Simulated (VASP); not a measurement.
**NdN (space group Fm-3m): computed properties**

Computed with PBEsol GGA, VASP's PBE PAW potentials (set 64) (plane waves; VASP).

```json
{
  "space_group": "Fm-3m (225)",
  "cell": "a = b = c = 5.108 Å, α = β = γ = 90.00°",
  "volume_per_atom": "16.66 Å³/atom",
  "band gap (over mesh and band path)": "none (metal, semimetal or under 0.01 eV)",
  "density": "7.89 g/cm³"
}
```

Space group Fm-3m (No. 225); a = b = c = 5.108 Å, α = β = γ = 90.00°

| atom | site | symmetry | x | y | z |
|---|---|---|---|---|---|
| N | 4a | m-3m | 0.0000 | 0.0000 | 0.0000 |
| Nd | 4b | m-3m | 0.5000 | 0.5000 | 0.5000 |
(The calculation used a cell of 2 atoms; values per cell refer to that cell.)

The 4f electrons are frozen in the core of the lanthanide potential, so 4f levels, which can set the real gap, and their magnetism are missing.

The structure comes from a measured NdN entry (Fm-3m) of the Crystallography Open Database, whose conditions weren't checked. It was relaxed first. Symmetry was kept, so distortions that lower it aren't found.
